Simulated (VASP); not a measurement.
```yaml
crystal:
  lattice:
    - [0.00000, 1.78508, 1.78508]
    - [1.78508, 0.00000, 1.78508]
    - [8.87560, 8.87560, -1.73528]
  atoms:
    - { symbol: Si, position: [0.11712, 0.11712, 0.91216] }
    - { symbol: Si, position: [0.13288, 0.13288, 0.15034] }
    - { symbol: C, position: [0.89740, 0.89740, 0.32695] }
    - { symbol: C, position: [0.17301, 0.17301, 0.37024] }
    - { symbol: C, position: [0.98821, 0.98821, 0.50884] }
    - { symbol: C, position: [0.26179, 0.26179, 0.55366] }
    - { symbol: C, position: [0.07699, 0.07699, 0.69226] }
    - { symbol: C, position: [0.35260, 0.35260, 0.73555] }
```

Computed with PBEsol GGA, VASP's PBE PAW potentials (set 64) (plane waves; VASP). Settings: 520 eV cut-off, 16×16×3 Γ-centred mesh, tetrahedra with Blöchl corrections, potentials Si C.

### Question
What does the run give for the energy per atom (σ→0), band gap (on the k-mesh) with the smallest direct gap where there is one?

### Answer

```json
{
 "band gap (on the k-mesh)": "none (metal, semimetal or under 0.01 eV)",
 "energy per atom (σ→0)": "-8.464 eV/atom"
}
```

Only differences to runs with the same potentials and settings are physical.

The structure was generated: C6Si2 was put into an ordered model structure (R-3m), which need not be its known phase. It was relaxed first, which changed the volume by -5 %.
